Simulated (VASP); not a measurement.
Level of theory: r2SCAN meta-GGA, VASP's PBE PAW potentials (set 64) (plane waves; VASP).

A VASP calculation is set up with these files.

### POSCAR
```
Na
1
   -2.1300000000     2.1300000000     2.1300000000
    2.1300000000    -2.1300000000     2.1300000000
    2.1300000000     2.1300000000    -2.1300000000
Na
1
Direct
  0.0000000000   0.0000000000   0.0000000000
```

INCAR:
```
# general
SYSTEM   =  Na
PREC     =  Accurate
ENCUT    =  480
LREAL    =  .False.
LASPH    =  .True.

# electronic loop
EDIFF    =  1E-6
NELM     =  100
ALGO     =  Normal
LMIXTAU  =  .True.

# smearing
ISMEAR   =  1
SIGMA    =  0.1

# functional
METAGGA  =  R2SCAN

# ions
IBRION   =  2
NSW      =  60
ISIF     =  3
EDIFFG   =  -0.01

# output
LWAVE    =  .False.
LCHARG   =  .False.
```

KPOINTS:
```
kpoints
0
Gamma
 11 11 11
```

POTCAR, in this order: Na_pv (PBE.64 set). Program: vasp_std.

The resulting files:

**OUTCAR**
```
 ion  position               nearest neighbor table
   1  0.000  0.000  0.000-
  LATTYP: Found a body centered cubic cell.
 ALAT       =     4.2600000000
 Subroutine PRICEL returns:
 Original cell was already a primitive cell.
 Subroutine GETGRP returns: Found 48 space group operations
The static configuration has the point symmetry O_h .
The dynamic configuration has the point symmetry O_h .
 Subroutine INISYM returns: Found 48 space group operations
 Subroutine IBZKPT returns following result:
 Found     56 irreducible k-points:

 Following reciprocal coordinates:
            Coordinates               Weight
  0.000000  0.000000  0.000000      1.000000
  0.090909  0.000000  0.000000     12.000000
  0.181818  0.000000  0.000000     12.000000
  0.272727  0.000000  0.000000     12.000000
  0.363636  0.000000  0.000000     12.000000
  0.454545  0.000000  0.000000     12.000000
  0.090909  0.090909  0.000000     24.000000
  0.181818  0.090909  0.000000     48.000000
  0.272727  0.090909  0.000000     48.000000
  0.363636  0.090909  0.000000     48.000000
...
```

File OSZICAR:
```
       N       E                     dE             d eps       ncg     rms          rms(c)
DAV:   1     0.187913156329E+02    0.18791E+02   -0.38908E+03   791   0.791E+02
DAV:   2    -0.355930927963E+01   -0.22351E+02   -0.22312E+02   833   0.145E+02
DAV:   3    -0.401693726348E+01   -0.45763E+00   -0.45763E+00   980   0.291E+01
DAV:   4    -0.402200851153E+01   -0.50712E-02   -0.50712E-02  1036   0.283E+00
DAV:   5    -0.402206408249E+01   -0.55571E-04   -0.55571E-04   952   0.239E-01    0.191E-01
DAV:   6    -0.334368299574E+01    0.67838E+00   -0.13551E-01   798   0.764E+00    0.322E-01
DAV:   7    -0.353297703262E+01   -0.18929E+00   -0.15759E-01   791   0.421E+00    0.257E-01
DAV:   8    -0.353398034826E+01   -0.10033E-02   -0.24479E-03   861   0.772E-01    0.316E-01
DAV:   9    -0.357354016181E+01   -0.39560E-01   -0.31663E-02   791   0.321E+00    0.620E-02
DAV:  10    -0.357174279263E+01    0.17974E-02   -0.46285E-04   798   0.392E-01    0.664E-02
DAV:  11    -0.357316700641E+01   -0.14242E-02   -0.50621E-03   784   0.130E+00    0.309E-02
DAV:  12    -0.355793160835E+01    0.15235E-01   -0.41292E-03   784   0.823E-01    0.236E-02
DAV:  13    -0.355791177921E+01    0.19829E-04   -0.35932E-05   980   0.799E-02    0.234E-02
DAV:  14    -0.355773170183E+01    0.18008E-03   -0.25620E-05   784   0.734E-02    0.282E-02
DAV:  15    -0.355684480611E+01    0.88690E-03   -0.42735E-04   791   0.266E-01    0.256E-03
DAV:  16    -0.355694413148E+01   -0.99325E-04   -0.42089E-05   784   0.689E-02    0.202E-03
DAV:  17    -0.355692869592E+01    0.15436E-04   -0.16394E-06   910   0.209E-02    0.185E-03
DAV:  18    -0.355695423336E+01   -0.25537E-04   -0.24302E-06   784   0.245E-02    0.205E-03
DAV:  19    -0.355685754983E+01    0.96684E-04   -0.25591E-05   791   0.530E-02    0.115E-03
DAV:  20    -0.355685350062E+01    0.40492E-05   -0.59121E-07   917   0.643E-03    0.102E-03
DAV:  21    -0.355684360135E+01    0.98993E-05   -0.12979E-07   420   0.427E-03    0.797E-04
DAV:  22    -0.355684727242E+01   -0.36711E-05   -0.43042E-07   791   0.566E-03    0.621E-04
DAV:  23    -0.355684979055E+01   -0.25181E-05   -0.49784E-08   490   0.185E-03    0.531E-04
DAV:  24    -0.355685580569E+01   -0.60151E-05   -0.57988E-08   518   0.193E-03    0.361E-04
DAV:  25    -0.355686094602E+01   -0.51403E-05   -0.90531E-09   392   0.114E-03    0.221E-04
DAV:  26    -0.355686513807E+01   -0.41921E-05   -0.82258E-09   392   0.756E-04    0.116E-04
DAV:  27    -0.355686874215E+01   -0.36041E-05   -0.62632E-09   392   0.100E-03    0.181E-05
DAV:  28    -0.355686915953E+01   -0.41738E-06   -0.14958E-09   392   0.339E-04
   1 F= -.35568692E+01 E0= -.35567452E+01  d E =-.355687E+01
       N       E                     dE             d eps       ncg     rms          rms(c)
DAV:   1    -0.355848219560E+01   -0.16135E-02   -0.46305E-02   784   0.498E+00    0.254E-01
DAV:   2    -0.355745079979E+01    0.10314E-02   -0.12718E-03   784   0.756E-01    0.129E-01
DAV:   3    -0.355719848248E+01    0.25232E-03   -0.74220E-04   791   0.480E-01    0.163E-02
DAV:   4    -0.355732234747E+01   -0.12386E-03   -0.67391E-04   784   0.209E-01    0.434E-03
DAV:   5    -0.355712935652E+01    0.19299E-03   -0.74907E-05   784   0.915E-02    0.215E-03
DAV:   6    -0.355710471211E+01    0.24644E-04   -0.20567E-05   791   0.549E-02    0.738E-04
DAV:   7    -0.355710664010E+01   -0.19280E-05   -0.51359E-06   791   0.338E-02    0.101E-03
DAV:   8    -0.355711466842E+01   -0.80283E-05   -0.40408E-06   798   0.292E-02    0.185E-04
DAV:   9    -0.355711493680E+01   -0.26838E-06   -0.16637E-07   770   0.479E-03
   2 F= -.35571149E+01 E0= -.35569902E+01  d E =-.245777E-03
       N       E                     dE             d eps       ncg     rms          rms(c)
DAV:   1    -0.356175137027E+01   -0.46367E-02   -0.14640E-01   784   0.883E+00    0.452E-01
DAV:   2    -0.355842315477E+01    0.33282E-02   -0.40319E-03   784   0.135E+00    0.231E-01
DAV:   3    -0.355768647341E+01    0.73668E-03   -0.21799E-03   798   0.854E-01    0.290E-02
DAV:   4    -0.355799661369E+01   -0.31014E-03   -0.19957E-03   784   0.364E-01    0.835E-03
DAV:   5    -0.355740478579E+01    0.59183E-03   -0.24768E-04   784   0.169E-01    0.408E-03
DAV:   6    -0.355732408066E+01    0.80705E-04   -0.94646E-05   791   0.115E-01    0.176E-03
DAV:   7    -0.355733103063E+01   -0.69500E-05   -0.19096E-05   784   0.626E-02    0.171E-03
DAV:   8    -0.355734534712E+01   -0.14316E-04   -0.11794E-05   798   0.499E-02    0.384E-04
DAV:   9    -0.355734634974E+01   -0.10026E-05   -0.53420E-07   784   0.855E-03    0.269E-04
DAV:  10    -0.355735148110E+01   -0.51314E-05   -0.25790E-07   742   0.825E-03    0.726E-05
DAV:  11    -0.355735099516E+01    0.48594E-06   -0.12198E-07   665   0.536E-03
   3 F= -.35573510E+01 E0= -.35572247E+01  d E =-.481836E-03
```

OUTCAR:
```
------------------------ aborting loop because EDIFF is reached ----------------------------------------
  FORCE on cell =-STRESS in cart. coord.  units (eV):
  Direction    XX          YY          ZZ          XY          YZ          ZX
  --------------------------------------------------------------------------------------
  Total       -0.0028829     -0.0028829     -0.0028829      0.0000000      0.0000000     -0.0000000
  in kB       -0.1214827     -0.1214827     -0.1214827      0.0000000      0.0000000     -0.0000000
  external PRESSURE =      -0.1214827 kB  Pullay stress =       0.0000000 kB
  volume of cell :       38.02
      direct lattice vectors                 reciprocal lattice vectors
    -2.118303058  2.118303058  2.118303058     0.000000000  0.236037992  0.236037992
     2.118303058 -2.118303058  2.118303058     0.236037992  0.000000000  0.236037992
     2.118303058  2.118303058 -2.118303058     0.236037992  0.236037992  0.000000000
 POSITION                                       TOTAL-FORCE (eV/Angst)
 -----------------------------------------------------------------------------------
      0.00000     -0.00000      0.00000        -0.000000      0.000000     -0.000000
 -----------------------------------------------------------------------------------
    total drift:                               -0.000000     -0.000000     -0.000000
  FREE ENERGIE OF THE ION-ELECTRON SYSTEM (eV)
  ---------------------------------------------------
  free  energy   TOTEN  =        -3.5573509952 eV

  energy  without entropy=       -3.5569722408  energy(sigma->0) =       -3.55722474

 reached required accuracy - stopping structural energy minimisation
```
(Selected blocks of OUTCAR.)

File CONTCAR:
```
Na
   1.00000000000000
    -2.1183030580817537    2.1183030580817537    2.1183030580817537
     2.1183030580817537   -2.1183030580817537    2.1183030580817537
     2.1183030580817537    2.1183030580817537   -2.1183030580817537
  Na
     1
Direct
     0.0000000000000000    0.0000000000000000    0.0000000000000000
```

The compound is Na in the bcc structure. This run relaxes it. Symmetry was kept, so distortions that lower it aren't found.
